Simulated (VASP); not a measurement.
Here is the system:

```xyz
2
Lattice="0.0000 3.0162 3.0162 3.0162 0.0000 3.0162 3.0162 3.0162 0.0000" Properties=species:S:1:pos:R:3 pbc="T T T"
In     0.0000     0.0000     0.0000
As     1.5081     1.5081     1.5081
```

Method: LDA (Ceperley-Alder, Perdew-Zunger), VASP's LDA PAW potentials (set 64) (plane waves; VASP). Numerical set-up: 520 eV cut-off, 12×12×12 Γ-centred mesh, tetrahedra with Blöchl corrections, potentials In_d As.

Q: The job: InAs (zinc blende), 2 atoms, LDA, static run, 520 eV, 12×12×12 Γ-centred mesh. Roughly how much core time does it take on a busy server core?

A: About 20 core-seconds (one run on a shared machine, a rough figure). It had 72 irreducible k-points, 13 bands, up to 1492 plane waves and 14 electronic steps.

The compound is InAs in the zinc blende structure. It was relaxed first.
